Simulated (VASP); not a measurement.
Runs of VASP 6.6.1 on AlCo. The cell holds a slab with vacuum, 8 atoms: a = 2.819 Å, b = 2.819 Å, c = 24.868 Å, α = 90.00°, β = 90.00°, γ = 90.00°. 

| level | gap on the mesh (eV) | moment (μB) | largest force (eV/Å) | work function (eV) |
| --- | --- | --- | --- | --- |
| PBEsol | none | (c) | 0.63 | (a) |
| RPBE | none | 2.18 | 0.70 | 3.82 |
| revPBE | none | 2.16 | 0.70 | 3.82 |
| PBE | none | 2.05 | 0.68 | (b) |

Alike in all rows: task work function; potentials or basis VASP PAW PBE potentials, release 64 (Co, Al); spin collinear, ferromagnetic start; cell as given; k mesh 7 × 7 × 1; cutoff (eV) 520; smearing fermi-dirac 0.05 eV.

Problem. Estimate the missing entries.

Solution. (a) 4.02; (b) 3.91; (c) 1.87.

Caveats: the PAW data sets were made with another functional, which shifts forces and pressure a little (some runs).

A gap of «none» marks a metal or a gap under the smearing width.
